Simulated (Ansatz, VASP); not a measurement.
# GaC: VASP beside Ansatz, part 2 of 2

Aim: how closely do two programs agree when they are given the same cell, functional and k mesh? The cell is generated by rule, not measured, and may not be a known phase. The cell is taken from a series of runs on this material, whose earlier steps may have relaxed, scaled, displaced or heated it; both programs get it as it stands.

VASP 6.6.1 and Ansatz 0.2.0.

So far. Step 2 (Ansatz: single point, PBEsol, pair 1): The run ends at a pressure of -0.03 GPa, with forces up to 0.58 eV/Å. Step 3 (VASP: single point, PBEsol, pair 1): The run ends at a pressure of -0.23 GPa, with forces up to 0.59 eV/Å.

### 5. VASP: single point, PBEsol, pair 2

Level of this step: PBEsol; plane waves and PAW (Ga_d, C); invented cell (VASP).

A single point gives forces, pressure and levels at one fixed geometry, so differences don't come from the geometry; what else differs is listed under the comparison.

The input, INCAR:

```
SYSTEM = GaC
PREC = Accurate
ENCUT = 600
EDIFF = 1E-06
NELM = 120
ISMEAR = 1
SIGMA = 0.15
LREAL = .FALSE.
ALGO = Normal
GGA = PS
NBANDS = 42
LORBIT = 11
LWAVE = .FALSE.
LCHARG = .FALSE.
ISIF = 2
LASPH = .TRUE.
GGA_COMPAT = .FALSE.
KPAR = 2
```

The input, POSCAR:

```
GaC
1.0
    0.0000000000     -2.7754559291     -2.7754559291
    0.0000000000     -2.7754559291      2.7754559291
   -5.5509118581     -2.7754559291      0.0000000000
Ga C
4 4
Direct
    0.7500000000      0.7500000000      0.5000000000
    0.2500000000      0.2500000000      0.5000000000
    0.5000000000      0.5000000000      0.0000000000
    0.0000000000      0.0000000000      0.0000000000
    0.3677939767      0.8677939768      0.2644120465
    0.8822060232      0.3822060233      0.2355879535
    0.1322060233      0.6322060232      0.7355879535
    0.6177939768      0.1177939767      0.7644120465
```

The input, KPOINTS:

```
Automatic mesh
0
Gamma
8 8 8
0 0 0
```

PAW data sets: Ga_d and C (PBE family, release 64).

The run is started by

```bash
$ mpirun -np 2 vasp_std
```

Numbers of over 12 decimals in the logs are rounded to 6 here.

What it wrote:

```text
[banner, memory and clock lines left out]
running    2 mpi-ranks, on    1 nodes
[...]
[... a notice as in an earlier step ...]

 LDA part: xc-table for (Slater+PW92), standard interpolation
 POSCAR, INCAR and KPOINTS ok, starting setup
[...]
entering main loop
       N       E                     dE             d eps       ncg     rms          rms(c)
DAV:   1     0.622564821206E+03    0.62256E+03   -0.34151E+04  5620   0.325E+03
DAV:   2     0.665759291125E+02   -0.55599E+03   -0.53767E+03  5028   0.680E+02
DAV:   3    -0.313692153575E+02   -0.97945E+02   -0.94923E+02  5790   0.199E+02
DAV:   4    -0.390602669666E+02   -0.76911E+01   -0.74853E+01  6230   0.513E+01
[...]
DAV:  12    -0.371234324698E+02    0.10894E-04   -0.21016E-04  6620   0.153E-01    0.752E-03
DAV:  13    -0.371234314806E+02    0.98916E-06   -0.20937E-05  6486   0.121E-01    0.517E-03
DAV:  14    -0.371234315236E+02   -0.42975E-07   -0.45141E-06  5098   0.256E-02
   1 F= -.37123432E+02 E0= -.37124021E+02  d E =0.176732E-02
```

OUTCAR, selected parts (step 5):

```text
  Total       -0.2761597     -0.3157278     -0.3157278      0.0000000      0.0000000     -0.0000000
  in kB       -5.1737800     -5.9150762     -5.9150762      0.0000000      0.0000000     -0.0000000
  external PRESSURE =      -5.6679775 kB  Pullay stress =       0.0000000 kB

 POSITION                                       TOTAL-FORCE (eV/Angst)
 -----------------------------------------------------------------------------------
     -2.77546     -5.55091      0.00000         0.000000      0.000000      0.000000
     -2.77546     -2.77546      0.00000         0.000000      0.000000      0.000000
      0.00000     -2.77546      0.00000         0.000000      0.000000      0.000000
      0.00000      0.00000      0.00000         0.000000      0.000000     -0.000000
     -1.46773     -4.16318      1.38773        -1.116456      0.000000      0.000000
     -1.30773     -4.16318     -1.38773         0.878474      0.000000      0.000000
     -4.08318     -4.16318      1.38773         1.116456     -0.000000      0.000000
     -4.24318     -4.16318     -1.38773        -0.878474     -0.000000      0.000000
 -----------------------------------------------------------------------------------
    total drift:                                0.000000      0.000000     -0.000000

  FREE ENERGIE OF THE ION-ELECTRON SYSTEM (eV)
  ---------------------------------------------------
  free  energy   TOTEN  =       -37.1234315236 eV

  energy  without entropy=      -37.1251988397  energy(sigma->0) =      -37.12402063

[... 2 parts as in an earlier step ...]

[... 1 further part left out ...]
[key lines of the parts left out:]
E-fermi :   7.7958
```

The run ends at a pressure of -0.57 GPa, with forces up to 1.1 eV/Å.

### 6. Ansatz: single point, PBEsol, pair 2

The same cell, functional, mesh and smearing now go to Ansatz, which takes its cutoff from its data sets.

The cell is taken from a series of runs on this material, whose earlier steps may have relaxed, scaled, displaced or heated it; both programs get it as it stands.

The input, input.yaml:

```yaml
crystal:
  lattice:
    - [0.0, -2.7754559291, -2.7754559291]
    - [0.0, -2.7754559291, 2.7754559291]
    - [-5.5509118581, -2.7754559291, 0.0]
  atoms:
    - { symbol: Ga, position: [0.75, 0.75, 0.5] }
    - { symbol: Ga, position: [0.25, 0.25, 0.5] }
    - { symbol: Ga, position: [0.5, 0.5, 1.0] }
    - { symbol: Ga, position: [0.0, 0.0, 1.0] }
    - { symbol: C, position: [0.3677939767, 0.8677939767, 0.2644120465] }
    - { symbol: C, position: [0.8822060233, 0.3822060233, 0.2355879535] }
    - { symbol: C, position: [0.1322060233, 0.6322060233, 0.7355879535] }
    - { symbol: C, position: [0.6177939767, 0.1177939767, 0.7644120465] }
kpoints:
  mp_grid: { grid: [8, 8, 8] }
hamiltonian:
  xc: pbesol
  pseudopotentials: { kind: nc }
scf:
  occupations: { method: methfessel_paxton, width: 0.15 }
output:
  forces: true
  stress: true
  eigenvalues: true
```

The run is started by

```bash
$ ansatz run input.yaml --threads 4 --pin off --max-ram 7168MiB --backend cpu --events-out ev --progress --plain --runs-dir out
```

What it wrote:

```text
[...]
Crystal: 8 atoms, lattice volume = 85.519 Å³
Basis set: ecut = 1115.666836 eV, 7239 PW (Γ), exchange–correlation on 90×90×144 points (8 copies of the dense FFT grid, shifted against one another)
Bands: 42, of which v1, the nominal top of the filled ones, is band 34 counted from 1 (33 counted from 0)
Symmetry: 16 space group operations
[...]
k-points: 59 of 512
[...]
k-point 0: bands = [... 30 lower, 11.3234, 13.0780, 13.0780, 13.1165, 13.1445, 13.2303, 14.7141, 14.9107, ... 4 higher]
  k-point 1: bands = [... 30 lower, 11.9425, 12.3071, 12.4835, 13.1272, 13.1272, 14.0277, 14.7994, 14.7994, ... 4 higher]
  k-point 2: bands = [... 30 lower, 11.1163, 11.6800, 12.7173, 13.2610, 13.2610, 14.4873, 14.4873, 14.8064, ... 4 higher]
  k-point 58: bands = [... 30 lower, 11.7713, 11.7713, 13.3841, 13.7622, 15.0614, 15.0614, 15.5078, 15.5078, ... 4 higher]
[key lines of the parts left out:]
SCF converged after 7 iterations
Free energy (F): -8949.288661 eV
Fermi energy:    13.446972 eV
P = ⅓ Tr σ = -0.3182 GPa (-3.182 kbar)
```

The run ends at a pressure of -0.32 GPa, with forces up to 1.1 eV/Å.

### 7. Side by side

The two programs side by side:

```tsv
quantity	Ansatz	VASP	difference
pressure (GPa)	-0.32	-0.57	+0.25
```

Forces (eV/Å; atoms numbered as in POSCAR):

```tsv
atom	Ansatz x, y, z	VASP x, y, z
Ga1	0.000, 0.000, 0.000	0.000, 0.000, 0.000
Ga2	0.000, 0.000, 0.000	0.000, 0.000, 0.000
Ga3	0.000, 0.000, 0.000	0.000, 0.000, 0.000
Ga4	0.000, 0.000, 0.000	0.000, 0.000, 0.000
C5	-1.109, 0.000, 0.000	-1.116, 0.000, 0.000
C6	0.874, 0.000, 0.000	0.878, 0.000, 0.000
C7	1.109, 0.000, 0.000	1.116, 0.000, 0.000
C8	-0.874, 0.000, 0.000	-0.878, 0.000, 0.000
```

The forces differ by 2.3 meV/Å r.m.s., which is 0.6 % of the r.m.s. force of 0.410 eV/Å (both taken over all components).

### 8. VASP: single point, PBEsol, pair 3

A single point gives forces, pressure and levels at one fixed geometry, so differences don't come from the geometry; what else differs is listed under the comparison.

INCAR is that of step 5.

The input, POSCAR:

```
GaC
1.0
    0.0000000000     -2.7754559291     -2.7754559291
    0.0000000000     -2.7754559291      2.7754559291
   -5.5509118581     -2.7754559291      0.0000000000
Ga C
4 4
Direct
    0.7500000000      0.7500000000      0.5000000000
    0.2500000000      0.2500000000      0.5000000000
    0.5000000000      0.5000000000      0.0000000000
    0.0000000000      0.0000000000      0.0000000000
    0.3623894593      0.8623894593      0.2752210814
    0.8876105407      0.3876105407      0.2247789186
    0.1376105407      0.6376105407      0.7247789186
    0.6123894593      0.1123894593      0.7752210814
```

KPOINTS is that of step 5.

The run is started by

```bash
$ mpirun -np 2 vasp_std
```

What it wrote:

```text
[... set-up lines as in an earlier step ...]
 entering main loop
       N       E                     dE             d eps       ncg     rms          rms(c)
DAV:   1     0.622221518093E+03    0.62222E+03   -0.34172E+04  5618   0.326E+03
DAV:   2     0.660504571092E+02   -0.55617E+03   -0.53794E+03  5036   0.679E+02
DAV:   3    -0.318012706264E+02   -0.97852E+02   -0.94793E+02  5782   0.199E+02
DAV:   4    -0.394762519696E+02   -0.76750E+01   -0.74740E+01  6296   0.513E+01
[...]
DAV:  13    -0.374066298607E+02    0.11938E-04   -0.16458E-04  6592   0.181E-01    0.949E-03
DAV:  14    -0.374066294053E+02    0.45540E-06   -0.16925E-05  7536   0.515E-02    0.230E-03
DAV:  15    -0.374066296294E+02   -0.22412E-06   -0.16782E-06  3518   0.163E-02
   1 F= -.37406630E+02 E0= -.37407316E+02  d E =0.205906E-02
```

Parts of OUTCAR (step 8):

```text
  Total       -0.8492894     -0.3174115     -0.3174115      0.0000000      0.0000000     -0.0000000
  in kB      -15.9112123     -5.9466208     -5.9466208      0.0000000      0.0000000     -0.0000000
  external PRESSURE =      -9.2681513 kB  Pullay stress =       0.0000000 kB

 POSITION                                       TOTAL-FORCE (eV/Angst)
 -----------------------------------------------------------------------------------
     -2.77546     -5.55091      0.00000         0.000000     -0.000000     -0.000000
     -2.77546     -2.77546      0.00000        -0.000000     -0.000000     -0.000000
      0.00000     -2.77546      0.00000         0.000000     -0.000000     -0.000000
      0.00000      0.00000      0.00000         0.000000     -0.000000      0.000000
     -1.52773     -4.16318      1.38773        -1.630965     -0.000000     -0.000000
     -1.24773     -4.16318     -1.38773         0.974319     -0.000000     -0.000000
     -4.02318     -4.16318      1.38773         1.630965      0.000000     -0.000000
     -4.30318     -4.16318     -1.38773        -0.974319      0.000000     -0.000000
 -----------------------------------------------------------------------------------
    total drift:                                0.000000      0.000000     -0.000000

  FREE ENERGIE OF THE ION-ELECTRON SYSTEM (eV)
  ---------------------------------------------------
  free  energy   TOTEN  =       -37.4066296294 eV

  energy  without entropy=      -37.4086886910  energy(sigma->0) =      -37.40731598

[... 2 parts as in an earlier step ...]

[... 1 further part left out ...]
[key lines of the parts left out:]
E-fermi :   7.8040
```

The run ends at a pressure of -0.93 GPa, with forces up to 1.6 eV/Å.

### 9. Ansatz: single point, PBEsol, pair 3

The same cell, functional, mesh and smearing now go to Ansatz, which takes its cutoff from its data sets.

The cell is taken from a series of runs on this material, whose earlier steps may have relaxed, scaled, displaced or heated it; both programs get it as it stands.

input.yaml, the sections that differ from step 6:

```yaml
crystal:
  lattice:
    - [0.0, -2.7754559291, -2.7754559291]
    - [0.0, -2.7754559291, 2.7754559291]
    - [-5.5509118581, -2.7754559291, 0.0]
  atoms:
    - { symbol: Ga, position: [0.75, 0.75, 0.5] }
    - { symbol: Ga, position: [0.25, 0.25, 0.5] }
    - { symbol: Ga, position: [0.5, 0.5, 1.0] }
    - { symbol: Ga, position: [0.0, 0.0, 1.0] }
    - { symbol: C, position: [0.3623894593, 0.8623894593, 0.2752210814] }
    - { symbol: C, position: [0.8876105407, 0.3876105407, 0.2247789186] }
    - { symbol: C, position: [0.1376105407, 0.6376105407, 0.7247789186] }
    - { symbol: C, position: [0.6123894593, 0.1123894593, 0.7752210814] }
# kpoints, hamiltonian, scf, output: as in step 6
```

The run is started by

```bash
$ ansatz run input.yaml --threads 4 --pin off --max-ram 7168MiB --backend cpu --events-out ev --progress --plain --runs-dir out
```

What it wrote:

```text
[...]
Crystal: 8 atoms, lattice volume = 85.519 Å³
Basis set: ecut = 1115.666836 eV, 7239 PW (Γ), exchange–correlation on 90×90×144 points (8 copies of the dense FFT grid, shifted against one another)
Bands: 42, of which v1, the nominal top of the filled ones, is band 34 counted from 1 (33 counted from 0)
Symmetry: 16 space group operations
[...]
k-points: 59 of 512
[...]
k-point 0: bands = [... 30 lower, 11.3321, 12.9731, 13.0434, 13.0434, 13.1885, 13.3797, 14.7269, 14.8070, ... 4 higher]
  k-point 1: bands = [... 30 lower, 11.9352, 12.2220, 12.6009, 13.0789, 13.0789, 14.0339, 14.6784, 14.6784, ... 4 higher]
  k-point 2: bands = [... 30 lower, 11.1541, 11.6650, 12.7117, 13.1512, 13.1512, 14.3322, 14.3322, 14.8389, ... 4 higher]
  k-point 58: bands = [... 30 lower, 11.6008, 11.6008, 13.2945, 13.9819, 15.0056, 15.0056, 15.6861, 15.6861, ... 4 higher]
[key lines of the parts left out:]
SCF converged after 7 iterations
Free energy (F): -8949.570143 eV
Fermi energy:    13.454629 eV
P = ⅓ Tr σ = -0.6608 GPa (-6.608 kbar)
```

The run ends at a pressure of -0.66 GPa, with forces up to 1.6 eV/Å.

### 10. Comparison

Both answers:

```tsv
quantity	Ansatz	VASP	difference
pressure (GPa)	-0.66	-0.93	+0.27
```

Forces (eV/Å; atoms numbered as in POSCAR):

```tsv
atom	Ansatz x, y, z	VASP x, y, z
Ga1	0.000, 0.000, 0.000	0.000, 0.000, 0.000
Ga2	0.000, 0.000, 0.000	0.000, 0.000, 0.000
Ga3	0.000, 0.000, 0.000	0.000, 0.000, 0.000
Ga4	0.000, 0.000, 0.000	0.000, 0.000, 0.000
C5	-1.618, 0.000, 0.000	-1.631, 0.000, 0.000
C6	0.969, 0.000, 0.000	0.974, 0.000, 0.000
C7	1.618, 0.000, 0.000	1.631, 0.000, 0.000
C8	-0.969, 0.000, 0.000	-0.974, 0.000, 0.000
```

The forces differ by 4.1 meV/Å r.m.s., which is 0.7 % of the r.m.s. force of 0.548 eV/Å (both taken over all components).

### 11. Results

| Quantity | Value |
| --- | --- |
| r.m.s. force difference (single point, PBEsol, pair 1) | 0.43 % of the r.m.s. force |
| r.m.s. force difference (single point, PBEsol, pair 2) | 0.57 % of the r.m.s. force |
| r.m.s. force difference (single point, PBEsol, pair 3) | 0.75 % of the r.m.s. force |

In words: The r.m.s. force difference is 0.75 % of the r.m.s. force (single point, PBEsol, pair 3), within the 3 % picked in this series as the mark of a large difference. 5 further runs of this series are not shown here. How closely two codes agree says nothing of how well the functional describes the real material.

[Lines on the potential files, build, host, timing and source positions are cut from VASP's logs without a mark.]

[Logs are printed without paths, hosts, clocks, repeated set-up lines and the standing remarks that a program may print on its own settings, such as how far it seeks lower states.]

[Hosts, paths, dates, database ids (printed as entryN), source tags and the programs' standing remarks are cut or masked in the printed files.]
